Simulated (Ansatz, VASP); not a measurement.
# TiO2 (Rutile) in two plane-wave programs

One calculation is typed for both programs; each brings its own data sets. How far apart do they land? The cell is taken from a series of runs on this material, whose earlier steps may have relaxed, scaled, displaced or heated it; both programs get it as it stands.

Method: plane waves, with VASP 6.6.1 beside it; zone-centre phonons at PBE with D3(BJ), in Ansatz 0.2.0.

**1. The structure**

The structure is tetragonal, space group P4_2/mnm (No. 136). Conventional cell: a = 4.608 Å, b = 4.608 Å, c = 2.954 Å, α = 90.00°, β = 90.00°, γ = 90.00°. Ti has 6 O at 1.95 to 1.98 Å nearest. O has 3 Ti at 1.95 to 1.98 Å nearest. Farther neighbours and most contacts between anions are not listed.

Coordinates:

```cif
data_structure
_symmetry_space_group_name_H-M 'P4_2/mnm'
_symmetry_Int_Tables_number 136
_cell_length_a 4.6081
_cell_length_b 4.6081
_cell_length_c 2.9543
_cell_angle_alpha 90.000
_cell_angle_beta 90.000
_cell_angle_gamma 90.000
_cell_volume 62.73
loop_
_atom_site_label
_atom_site_type_symbol
_atom_site_symmetry_multiplicity
_atom_site_Wyckoff_symbol
_atom_site_fract_x
_atom_site_fract_y
_atom_site_fract_z
_atom_site_occupancy
Ti1 Ti 2 a 0.00000 0.00000 0.00000 1
O1 O 4 f 0.30438 0.30438 0.00000 1
```

**2. VASP: zone-centre phonons, PBE with D3(BJ)**

Second derivatives magnify differences that forces hide, and they need a tight electronic threshold.

Lines of VASP's logs that name or quote its potential files are left out, and so is its time.

File INCAR:

```
SYSTEM = TiO2
PREC = Accurate
ENCUT = 600
EDIFF = 1E-08
NELM = 120
ISMEAR = 0
SIGMA = 0.01
LREAL = .FALSE.
ALGO = Normal
GGA = PE
IVDW = 12
NBANDS = 30
LASPH = .TRUE.
LORBIT = 11
LWAVE = .FALSE.
LCHARG = .FALSE.
ISIF = 2
IBRION = 6
NFREE = 2
POTIM = 0.015
NSW = 1
GGA_COMPAT = .FALSE.
EFERMI = MIDGAP
KPAR = 2
```

File POSCAR:

```
TiO2
1.0
    4.6081429058      0.0000000000      0.0000000000
    0.0000000000      4.6081429058      0.0000000000
    0.0000000000      0.0000000000      2.9542917062
Ti O
2 4
Direct
    0.0000000000      0.0000000000      0.0000000000
    0.5000000000      0.5000000000      0.5000000000
    0.3043774379      0.3043774379      0.0000000000
    0.1956225621      0.8043774379      0.5000000000
    0.6956225621      0.6956225621      0.0000000000
    0.8043774379      0.1956225621      0.5000000000
```

File KPOINTS:

```
Automatic mesh
0
Gamma
6 6 8
0 0 0
```

PAW data sets: Ti_sv and O (PBE family, release 64).

Launch:

```sh
mpirun -np 2 vasp_std
```

Numbers of over 12 decimals in the logs are rounded to 6 here.

The program printed:

```text
[banner, memory and clock lines left out]
running    2 mpi-ranks, on    1 nodes
 distrk:  each k-point on    1 cores,    2 groups
 distr:  one band on    1 cores,    1 groups

 POSCAR found type information on POSCAR TiO
 POSCAR found :  2 types and       6 ions
 LDA part: xc-table for (Slater+PW92), standard interpolation
 POSCAR, INCAR and KPOINTS ok, starting setup
 FFT: planning ... GRIDC
 FFT: planning ... GRID_SOFT
 FFT: planning ... GRID
 WAVECAR not read
 entering main loop
       N       E                     dE             d eps       ncg     rms          rms(c)
DAV:   1     0.710675990533E+03    0.71068E+03   -0.27058E+04  3000   0.208E+03
DAV:   2     0.537095378627E+02   -0.65697E+03   -0.62381E+03  3150   0.586E+02
DAV:   3    -0.655671595507E+02   -0.11928E+03   -0.11559E+03  4456   0.216E+02
DAV:   4    -0.709596383089E+02   -0.53925E+01   -0.53837E+01  4202   0.479E+01
DAV:   5    -0.711646534377E+02   -0.20502E+00   -0.20496E+00  4068   0.777E+00    0.313E+01
DAV:   6    -0.541744097539E+02    0.16990E+02   -0.10305E+02  3676   0.974E+01    0.117E+01
DAV:   7    -0.538930831737E+02    0.28133E+00   -0.15503E+01  3586   0.330E+01    0.819E+00
DAV:   8    -0.537391212622E+02    0.15396E+00   -0.30823E+00  3540   0.172E+01    0.358E+00
DAV:   9    -0.536598049133E+02    0.79316E-01   -0.68305E-01  4018   0.727E+00    0.108E+00
DAV:  10    -0.536686453475E+02   -0.88404E-02   -0.71555E-02  3606   0.211E+00    0.496E-01
DAV:  11    -0.536648865954E+02    0.37588E-02   -0.19877E-02  3754   0.104E+00    0.699E-02
DAV:  12    -0.536649730995E+02   -0.86504E-04   -0.19054E-03  3476   0.472E-01    0.925E-02
DAV:  13    -0.536648775075E+02    0.95592E-04   -0.33433E-04  3544   0.192E-01    0.134E-02
DAV:  14    -0.536648844763E+02   -0.69688E-05   -0.55169E-05  4258   0.658E-02    0.195E-02
DAV:  15    -0.536648814665E+02    0.30097E-05   -0.25940E-05  3912   0.522E-02    0.258E-03
DAV:  16    -0.536648814087E+02    0.57848E-07   -0.11564E-06  3844   0.110E-02    0.111E-03
DAV:  17    -0.536648815353E+02   -0.12661E-06   -0.88405E-08  3546   0.266E-03    0.157E-04
DAV:  18    -0.536648815242E+02    0.11141E-07   -0.43757E-09  1668   0.620E-04    0.305E-04
DAV:  19    -0.536648815068E+02    0.17393E-07   -0.19199E-09  1596   0.451E-04    0.144E-04
DAV:  20    -0.536648815044E+02    0.23674E-08   -0.19045E-09  1566   0.329E-04
   1 F= -.55149284E+02 E0= -.55149284E+02  d E =0.000000E+00
[... from here on, the cycles between the ionic steps are left out ...]
   2 F= -.55147512E+02 E0= -.55147512E+02  d E =0.000000E+00
   3 F= -.55147512E+02 E0= -.55147512E+02  d E =0.000000E+00
   4 F= -.55149222E+02 E0= -.55149222E+02  d E =0.000000E+00
   5 F= -.55149222E+02 E0= -.55149222E+02  d E =0.000000E+00
   6 F= -.55147741E+02 E0= -.55147741E+02  d E =0.000000E+00
   7 F= -.55148255E+02 E0= -.55148255E+02  d E =0.000000E+00
   8 F= -.55148395E+02 E0= -.55148395E+02  d E =0.000000E+00
 Finite differences progress:
  Degree of freedom:   4/  4
  Displacement:        1/  2
  Total:               7/  8
 bond charge predicted
       N       E                     dE             d eps       ncg     rms          rms(c)
DAV:   1    -0.536605038031E+02    0.34884E-02   -0.39418E+00  5340   0.110E+01    0.263E-01
DAV:   2    -0.536645195164E+02   -0.40157E-02   -0.53443E-02  5898   0.152E+00    0.187E-01
DAV:   3    -0.536640182447E+02    0.50127E-03   -0.34360E-03  7124   0.373E-01    0.787E-02
DAV:   4    -0.536639972441E+02    0.21001E-04   -0.69948E-04  6124   0.208E-01    0.368E-02
DAV:   5    -0.536639942672E+02    0.29768E-05   -0.81426E-05  5942   0.810E-02    0.248E-02
DAV:   6    -0.536639927382E+02    0.15291E-05   -0.69133E-06  6640   0.233E-02    0.105E-02
DAV:   7    -0.536639920719E+02    0.66622E-06   -0.37840E-06  6702   0.164E-02    0.142E-03
DAV:   8    -0.536639921347E+02   -0.62789E-07   -0.70011E-07  6222   0.692E-03    0.109E-03
DAV:   9    -0.536639921494E+02   -0.14697E-07   -0.34033E-08  4614   0.189E-03    0.640E-04
DAV:  10    -0.536639921596E+02   -0.10158E-07   -0.20731E-08  3382   0.139E-03    0.183E-04
DAV:  11    -0.536639921604E+02   -0.85129E-09   -0.45335E-09  2676   0.736E-04
   9 F= -.55148395E+02 E0= -.55148395E+02  d E =0.000000E+00
 Finite differences progress:
  Degree of freedom:   4/  4
  Displacement:        2/  2
  Total:               8/  8
```

From OUTCAR (step 2):

```text
ion  position               nearest neighbor table
   1  0.000  0.000  0.000-   4 1.95   6 1.95   4 1.95   6 1.95   5 1.98   3 1.98
   2  0.500  0.500  0.500-   3 1.95   5 1.95   3 1.95   5 1.95   4 1.98   6 1.98
   3  0.304  0.304  0.000-   2 1.95   2 1.95   1 1.98
   4  0.196  0.804  0.500-   1 1.95   1 1.95   2 1.98
   5  0.696  0.696  0.000-   2 1.95   2 1.95   1 1.98
   6  0.804  0.196  0.500-   1 1.95   1 1.95   2 1.98

  LATTYP: Found a simple tetragonal cell.
 ALAT       =     4.6081429058
 C/A-ratio  =     0.6411024499

 Subroutine GETGRP returns: Found 16 space group operations
 (whereof  8 operations were pure point group operations)

The static configuration has the point symmetry D_2h.
 The point group associated with its full space group is D_4h.

 Found     50 irreducible k-points:

   k-points           NKPTS =     50   k-points in BZ     NKDIM =     50   number of bands    NBANDS=     30

   dimension x,y,z NGX =    40 NGY =   40 NGZ =   24
   dimension x,y,z NGXF=    80 NGYF=   80 NGZF=   48

   ENCUT  =  600.0 eV  44.10 Ry    6.64 a.u.   9.20  9.20  5.90*2*pi/ulx,y,z

   NELECT =      48.0000    total number of electrons

 k-points in reciprocal lattice and weights: Automatic mesh
   0.00000000  0.00000000  0.00000000       0.003
   0.16666667  0.00000000  0.00000000       0.014
   0.33333333  0.00000000  0.00000000       0.014
   0.50000000  0.00000000  0.00000000       0.007
   0.16666667  0.16666667  0.00000000       0.014
   0.33333333  0.16666667  0.00000000       0.028
   0.50000000  0.16666667  0.00000000       0.014
   0.33333333  0.33333333  0.00000000       0.014
   0.50000000  0.33333333  0.00000000       0.014
[...]
0.50000000  0.33333333  0.50000000       0.014
   0.50000000  0.50000000  0.50000000       0.003

 Edisp (eV)   -1.48440

 average (electrostatic) potential at core
       1 -76.2787       2 -76.2779       3 -69.3536       4 -69.3529       5 -69.3527
       6 -69.3529

 E-fermi :   5.7151

 k-point     1 :       0.0000    0.0000    0.0000
  band No.  band energies     occupation
    ...
     20       2.8392      2.00000
     21       4.0992      2.00000
     22       4.3402      2.00000
     23       4.3402      2.00000
     24       4.7934      2.00000
     25       6.6368      0.00000
     26       6.9205      0.00000
     27       7.1834      0.00000
     28       7.2790      0.00000
     29       7.2791      0.00000
    ...

 k-point     2 :       0.1667    0.0000    0.0000
  band No.  band energies     occupation
    ...
     20       2.8532      2.00000
     21       3.8490      2.00000
     22       3.9258      2.00000
     23       4.1221      2.00000
     24       4.6957      2.00000
     25       6.7868      0.00000
     26       7.1132      0.00000
     27       7.3803      0.00000
     28       7.3891      0.00000
     29       7.4310      0.00000
    ...

 k-point     3 :       0.3333    0.0000    0.0000
  band No.  band energies     occupation
    ...
     20       2.7970      2.00000
     21       2.9407      2.00000
[...]
1.40261      1.40261     -0.01500        -0.019979     -0.019979      0.118976
      0.90146      3.70669      1.47715         0.017049     -0.016862     -0.030676
      3.20553      3.20553      0.00000         0.017769      0.017769     -0.055734
      3.70669      0.90146      1.47715        -0.016862      0.017049     -0.030676
 -----------------------------------------------------------------------------------
    total drift:                                0.000030      0.000030     -0.000260

  FREE ENERGIE OF THE ION-ELECTRON SYSTEM (eV)
  ---------------------------------------------------
  free  energy   TOTEN  =       -55.1483950245 eV

  energy  without entropy=      -55.1483950245  energy(sigma->0) =      -55.14839502

 Eigenvectors and eigenvalues of the dynamical matrix
 ----------------------------------------------------

   1 f  =   23.799069 THz   149.533962 2PiTHz  793.851499 cm-1    98.424997 meV
             X         Y         Z           dx          dy          dz
      0.000000  0.000000  0.000000     0.000000   -0.000000    0.000000
      2.304071  2.304071  1.477146    -0.000000    0.000000   -0.000000
      1.402615  1.402615  0.000000    -0.353553   -0.353553   -0.000000
      0.901457  3.706686  1.477146    -0.353553    0.353553    0.000000
      3.205528  3.205528  0.000000     0.353553    0.353553   -0.000000
      3.706686  0.901457  1.477146     0.353553   -0.353553    0.000000

   2 f  =   17.653659 THz   110.921210 2PiTHz  588.862677 cm-1    73.009634 meV
             X         Y         Z           dx          dy          dz
      0.000000  0.000000  0.000000    -0.000000    0.000000   -0.000000
      2.304071  2.304071  1.477146     0.000000   -0.000000    0.000000
      1.402615  1.402615  0.000000     0.353553    0.353553    0.000000
      0.901457  3.706686  1.477146    -0.353553    0.353553    0.000000
      3.205528  3.205528  0.000000    -0.353553   -0.353553   -0.000000
      3.706686  0.901457  1.477146     0.353553   -0.353553   -0.000000

   3 f  =   14.333781 THz    90.061802 2PiTHz  478.123468 cm-1    59.279728 meV
             X         Y         Z           dx          dy          dz
      0.000000  0.000000  0.000000     0.334821    0.220211    0.000000
      2.304071  2.304071  1.477146    -0.441852   -0.362796   -0.000000
      1.402615  1.402615  0.000000     0.325858    0.271530    0.000000
      0.901457  3.706686  1.477146    -0.233256   -0.148168   -0.000000
      3.205528  3.205528  0.000000     0.325858    0.271530   -0.000000
      3.706686  0.901457  1.477146    -0.233256   -0.148168    0.000000

   4 f  =   14.333781 THz    90.061802 2PiTHz  478.123468 cm-1    59.279728 meV
             X         Y         Z           dx          dy          dz
      0.000000  0.000000  0.000000    -0.362796    0.441852    0.000000
      2.304071  2.304071  1.477146     0.220211   -0.334821   -0.000000
      1.402615  1.402615  0.000000    -0.148168    0.233256    0.000000
      0.901457  3.706686  1.477146     0.271530   -0.325858    0.000000
      3.205528  3.205528  0.000000    -0.148168    0.233256   -0.000000
      3.706686  0.901457  1.477146     0.271530   -0.325858   -0.000000

   5 f  =   13.338322 THz    83.807151 2PiTHz  444.918540 cm-1    55.162844 meV
             X         Y         Z           dx          dy          dz
      0.000000  0.000000  0.000000     0.000000    0.000000    0.000000
      2.304071  2.304071  1.477146    -0.000000   -0.000000   -0.000000
      1.402615  1.402615  0.000000     0.000000   -0.000000   -0.707104
      0.901457  3.706686  1.477146     0.000000    0.000000   -0.001962
      3.205528  3.205528  0.000000    -0.000000    0.000000    0.707104
      3.706686  0.901457  1.477146    -0.000000   -0.000000    0.001962

   6 f  =   13.338322 THz    83.807151 2PiTHz  444.918540 cm-1    55.162844 meV
             X         Y         Z           dx          dy          dz
      0.000000  0.000000  0.000000    -0.000000    0.000000    0.000000
      2.304071  2.304071  1.477146     0.000000   -0.000000    0.000000
      1.402615  1.402615  0.000000     0.000000    0.000000    0.001962
      0.901457  3.706686  1.477146     0.000000   -0.000000   -0.707104
      3.205528  3.205528  0.000000    -0.000000    0.000000   -0.001962
      3.706686  0.901457  1.477146     0.000000   -0.000000    0.707104

   7 f  =   12.582283 THz    79.056817 2PiTHz  419.699790 cm-1    52.036119 meV
             X         Y         Z           dx          dy          dz
      0.000000  0.000000  0.000000     0.000000   -0.000000    0.000000
      2.304071  2.304071  1.477146    -0.000000    0.000000   -0.000000
      1.402615  1.402615  0.000000     0.353553   -0.353553    0.000000
      0.901457  3.706686  1.477146     0.353553    0.353553   -0.000000
      3.205528  3.205528  0.000000    -0.353553    0.353553   -0.000000
      3.706686  0.901457  1.477146    -0.353553   -0.353553   -0.000000

   8 f  =   11.273441 THz    70.833121 2PiTHz  376.041526 cm-1    46.623186 meV
             X         Y         Z           dx          dy          dz
      0.000000  0.000000  0.000000     0.000000   -0.000000   -0.030274
      2.304071  2.304071  1.477146    -0.000000   -0.000000    0.030274
      1.402615  1.402615  0.000000    -0.000000    0.000000   -0.499542
      0.901457  3.706686  1.477146     0.000000    0.000000    0.499542
      3.205528  3.205528  0.000000    -0.000000    0.000000   -0.499542
      3.706686  0.901457  1.477146     0.000000    0.000000    0.499542

   9 f  =   11.048821 THz    69.421788 2PiTHz  368.548988 cm-1    45.694230 meV
             X         Y         Z           dx          dy          dz
      0.000000  0.000000  0.000000    -0.480845    0.060077   -0.000000
      2.304071  2.304071  1.477146     0.483641    0.079409    0.000000
      1.402615  1.402615  0.000000     0.355935   -0.053146   -0.000000
      0.901457  3.706686  1.477146    -0.358352   -0.067463    0.000000
      3.205528  3.205528  0.000000     0.355935   -0.053146   -0.000000
      3.706686  0.901457  1.477146    -0.358352   -0.067463    0.000000

  10 f  =   11.048821 THz    69.421788 2PiTHz  368.548988 cm-1    45.694230 meV
             X         Y         Z           dx          dy          dz
      0.000000  0.000000  0.000000     0.079409   -0.483641    0.000000
      2.304071  2.304071  1.477146     0.060077    0.480845   -0.000000
      1.402615  1.402615  0.000000    -0.067463    0.358352   -0.000000
      0.901457  3.706686  1.477146    -0.053146   -0.355935   -0.000000
      3.205528  3.205528  0.000000    -0.067463    0.358352    0.000000
      3.706686  0.901457  1.477146    -0.053146   -0.355935   -0.000000

  11 f  =    3.991840 THz    25.081472 2PiTHz  133.153458 cm-1    16.508917 meV
             X         Y         Z           dx          dy          dz
      0.000000  0.000000  0.000000     0.000000    0.000000   -0.000000
      2.304071  2.304071  1.477146     0.000000   -0.000000    0.000000
      1.402615  1.402615  0.000000    -0.353553    0.353553    0.000000
      0.901457  3.706686  1.477146     0.353553    0.353553    0.000000
      3.205528  3.205528  0.000000     0.353553   -0.353553    0.000000
      3.706686  0.901457  1.477146    -0.353553   -0.353553    0.000000

  12 f  =    2.666145 THz    16.751881 2PiTHz   88.933012 cm-1    11.026283 meV
             X         Y         Z           dx          dy          dz
      0.000000  0.000000  0.000000     0.386158    0.459889   -0.000000
      2.304071  2.304071  1.477146     0.088938    0.265123    0.000000
      1.402615  1.402615  0.000000    -0.193066   -0.305141    0.000000
      0.901457  3.706686  1.477146    -0.217220   -0.320969    0.000000
      3.205528  3.205528  0.000000    -0.193066   -0.305141    0.000000
      3.706686  0.901457  1.477146    -0.217220   -0.320969    0.000000

  13 f  =    2.666145 THz    16.751881 2PiTHz   88.933012 cm-1    11.026283 meV
             X         Y         Z           dx          dy          dz
      0.000000  0.000000  0.000000    -0.265123    0.088938   -0.000000
      2.304071  2.304071  1.477146    -0.459889    0.386158    0.000000
      1.402615  1.402615  0.000000     0.320969   -0.217220    0.000000
      0.901457  3.706686  1.477146     0.305141   -0.193066    0.000000
      3.205528  3.205528  0.000000     0.320969   -0.217220    0.000000
      3.706686  0.901457  1.477146     0.305141   -0.193066    0.000000
    [... 42 further lines ...]
      0.901457  3.706686  1.477146     0.000000    0.000000    0.325438
      3.205528  3.205528  0.000000     0.000000    0.000000    0.325438
      3.706686  0.901457  1.477146     0.000000    0.000000    0.325438

 ELASTIC MODULI CONTR FROM IONIC RELAXATION (kBar)
 Direction    XX          YY          ZZ          XY          YZ          ZX
 --------------------------------------------------------------------------------
 XX        -385.7198    187.7738   -127.6352      0.0000      0.0000      0.0000
 YY         187.7738   -385.7198   -127.6352     -0.0000     -0.0000      0.0000
 ZZ        -127.6352   -127.6352   -164.5978      0.0000      0.0000      0.0000
 XY           0.0000     -0.0000      0.0000     -8.9380     -0.0000     -0.0000
 YZ           0.0000     -0.0000      0.0000     -0.0000   -253.0833      0.0000
 ZX           0.0000      0.0000      0.0000     -0.0000      0.0000   -253.0834
 --------------------------------------------------------------------------------

 total charge
# of ion       s       p       d       tot
------------------------------------------
    1        2.221   6.298   1.712  10.231
    2        2.221   6.298   1.712  10.231
    3        1.569   3.502   0.000   5.071
    4        1.569   3.502   0.000   5.071
    5        1.569   3.502   0.000   5.071
    6        1.569   3.502   0.000   5.071
--------------------------------------------------
tot         10.718  26.603   3.425  40.746
```

Levels, forces or a CONTCAR printed for this step are those of its last displaced cell, not of the structure at rest.

[end of part 1 of 2]

[Lines on the potential files, build, host, timing and source positions are cut from VASP's logs without a mark.]

[Logs are printed without paths, hosts, clocks, repeated set-up lines and the standing remarks that a program may print on its own settings, such as how far it seeks lower states.]

[Hosts, paths, dates, database ids (printed as entryN), source tags and the programs' standing remarks are cut or masked in the printed files.]
